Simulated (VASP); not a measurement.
```
CELL_PARAMETERS angstrom
      4.68482     0.00000     0.00000
      0.00000     4.68482     0.00000
      0.00000     0.00000     3.00145
ATOMIC_POSITIONS crystal
  Ti 0.00000 0.00000 0.00000
  Ti 0.50000 0.50000 0.50000
  O  0.30427 0.30427 0.00000
  O  0.80427 0.19573 0.50000
  O  0.19573 0.80427 0.50000
  O  0.69573 0.69573 0.00000
```

All values below come from PBEsol GGA, VASP's PBE PAW potentials (set 64) (plane waves; VASP). Numerical set-up: 520 eV cut-off, 5×5×8 Γ-centred mesh, Gaussian smearing of 0.050 eV, potentials Ti_sv O.

The ions and cell shape at fixed volume are relaxed. Predict the relaxed structure.

```
CELL_PARAMETERS angstrom
      4.70923     0.00000     0.00000
      0.00000     4.70923     0.00000
      0.00000     0.00000     2.97042
ATOMIC_POSITIONS crystal
  Ti 0.00000 0.00000 0.00000
  Ti 0.50000 0.50000 0.50000
  O  0.30708 0.30708 0.00000
  O  0.80708 0.19292 0.50000
  O  0.19292 0.80708 0.50000
  O  0.69292 0.69292 0.00000
```
Space group P4_2/mnm (136), at a tolerance of 0.03 Å.

How much energy does the relaxation gain?

The energy (σ→0) changes by -3.0 meV/atom, in 3 ionic steps.

The compound is TiO2 in the rutile structure. This cell is one point of a volume scan, at 1.06 of the reference volume. Symmetry was kept, so distortions that lower it aren't found.
